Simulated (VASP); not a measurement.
# NaLaMnMoO6: relaxation of cell and atoms with PBE

Crystal: NaLaMnMoO6.

```xyz
10
Lattice="4.7224 -2.7369 0.0000 4.7224 2.7369 0.0000 -3.1760 0.0000 4.4714" Properties=species:S:1:pos:R:3 pbc="T T T"
Na   -0.0016    0.0000    3.3293
La    6.2782    0.0000    1.1495
Mn    3.1293    0.0000    2.2320
Mo    0.0068    0.0000    0.0051
O     4.1287    1.3576    1.2752
O     4.1287   -1.3576    1.2752
O     1.7826    0.0000    0.8395
O     4.4861    0.0000    3.6274
O     2.1339    1.3554    3.1981
O     2.1339   -1.3554    3.1981
```

The cell was built by a generator and needn't be a form met in nature.

* Program: VASP 6.6.1
* Task: relaxation of cell and atoms
* Functional: PBE
* Potentials or basis: VASP PAW PBE potentials, release 64 (Na_pv, La, Mn_pv, Mo_sv, O)
* Cutoff: 600 eV
* k mesh: 6 × 6 × 6
* Occupations: fermi-dirac, width 0.05 eV
* Spin: collinear spin, ferromagnetic start
* Starting moments: [0.0, 0.0, 4.0, 1.0, 0.0, 0.0, 0.0, 0.0, 0.0, 0.0] μB
* Further INCAR settings: ALGO = Normal; EDIFF = 1e-06; IBRION = 2; EDIFFG = -0.02; NSW = 60; ISIF = 3

The relaxed volume is 11.64 Å³/atom, the relaxed cell is a = 5.470 Å, b = 5.470 Å, c = 5.504 Å, α = 120.14°, β = 120.14°, γ = 60.27° and the space group after relaxing (to 0.05 Å) is Cm (No. 8). The energy gained by relaxing is 0.8 meV/atom and the ionic steps are 13. The pressure after relaxing is 0.0 GPa, the largest force after relaxing is 0.012 eV/Å and the band gap on the k mesh is none (metal or under the smearing width). The net moment is 2.26 μB per cell. The site moments are Na +0.00; La -0.01; Mn +2.68; Mo -0.51; O +0.01, +0.02 μB. The valence electrons inside the program's atomic spheres are Na 6.02; La 8.49; Mn 11.62; Mo 12.35; O 5.03, 5.02.

Forces on the atoms (eV/Å):
```
Na   0.003  0.000 -0.006
La   0.005  0.000 -0.002
Mn   0.002  0.000 -0.002
Mo  -0.009  0.000  0.008
O   -0.001  0.003  0.000
O   -0.001 -0.003  0.000
O    0.003  0.000 -0.008
O    0.005  0.000  0.001
O   -0.003 -0.005  0.004
O   -0.003  0.005  0.004
```

Step by step:
| step | energy change (eV) | largest force (eV/Å) | pressure (GPa) | volume (Å³) |
| --- | --- | --- | --- | --- |
| 1 | 0.0000 | 0.1509 | 0.43 | 115.58 |
| 2 | -0.0041 | 0.0689 | 0.10 | 116.10 |
| 3 | -0.0045 | 0.0780 | -0.06 | 116.32 |
| 4 | -0.0055 | 0.0599 | -0.01 | 116.35 |
| 5 | -0.0066 | 0.0896 | 0.07 | 116.40 |
| 6 | -0.0073 | 0.0306 | -0.07 | 116.47 |
| 7 | -0.0075 | 0.0490 | -0.17 | 116.52 |
| 8 | -0.0078 | 0.0447 | -0.01 | 116.42 |
| 9 | -0.0078 | 0.0414 | 0.16 | 116.31 |
| 10 | -0.0078 | 0.0422 | 0.11 | 116.34 |
| 11 | -0.0080 | 0.0202 | 0.06 | 116.39 |
| 12 | -0.0080 | 0.0376 | 0.00 | 116.40 |
| 13 | -0.0081 | 0.0115 | 0.00 | 116.42 |

Final structure:
```
Na La Mn Mo O
1.0
     4.73028   -2.74604   -0.00766
     4.73028    2.74604   -0.00766
    -3.18855    0.00000    4.48662
Na La Mn Mo O
1 1 1 1 6
Direct
  0.25038 0.25038 0.74423
  0.75115 0.75115 0.25839
  0.49925 0.49925 0.49939
  0.00119 0.00119 0.00119
  0.28711 0.78480 0.28589
  0.78480 0.28711 0.28589
  0.25086 0.25086 0.18239
  0.74859 0.74859 0.81735
  0.21420 0.71275 0.71357
  0.71275 0.21420 0.71357
```

Levels at points of the mesh, in eV from the Fermi level:
Spin up:
| k point | band 39 | band 40 | band 41 | band 42 | band 43 | band 44 | band 45 | band 46 |
| --- | --- | --- | --- | --- | --- | --- | --- | --- |
| (0.00, 0.00, 0.00) | -2.71 | -2.51 | -2.33 | -0.73 | -0.51 | 0.83 | 0.94 | 1.09 |
| (0.50, 0.00, 0.00) | -1.95 | -1.82 | -1.74 | 0.58 | 0.67 | 0.68 | 0.89 | 0.92 |
| (0.50, 0.50, 0.00) | -2.55 | -1.65 | -1.57 | -0.46 | 0.25 | 0.72 | 0.99 | 1.29 |
| (0.00, 0.00, 0.50) | -2.00 | -1.86 | -1.78 | 0.52 | 0.56 | 0.79 | 0.87 | 0.92 |
| (0.50, 0.00, 0.50) | -2.70 | -1.61 | -1.49 | -0.69 | 0.20 | 0.84 | 1.16 | 1.19 |
| (0.50, 0.50, 0.50) | -1.98 | -1.91 | -1.75 | 0.48 | 0.68 | 0.72 | 0.88 | 0.89 |
Spin down:
| k point | band 37 | band 38 | band 39 | band 40 | band 41 | band 42 |
| --- | --- | --- | --- | --- | --- | --- |
| (0.00, 0.00, 0.00) | -2.79 | -2.65 | -1.05 | -1.04 | -0.94 | 0.84 |
| (0.50, 0.00, 0.00) | -3.06 | -2.89 | 0.16 | 0.28 | 0.40 | 0.61 |
| (0.50, 0.50, 0.00) | -3.23 | -2.50 | -1.08 | 0.48 | 0.52 | 0.93 |
| (0.00, 0.00, 0.50) | -2.96 | -2.71 | 0.08 | 0.12 | 0.43 | 0.62 |
| (0.50, 0.00, 0.50) | -3.16 | -2.64 | -1.02 | 0.49 | 0.62 | 0.78 |
| (0.50, 0.50, 0.50) | -2.93 | -2.72 | 0.11 | 0.25 | 0.28 | 0.57 |

Wall time 74 min on 4 MPI ranks on AMD EPYC 7R13 Processor (Zen 3), with other jobs on the host, peak memory 1 GiB a rank.

Caveat: a cell with one magnetic atom can't hold antiferromagnetic order, which such compounds often take; semilocal functionals often make such compounds metallic where correlation or magnetic order opens a gap, which also shifts bond lengths. The run has no spin-orbit coupling, so splittings on La are missing.
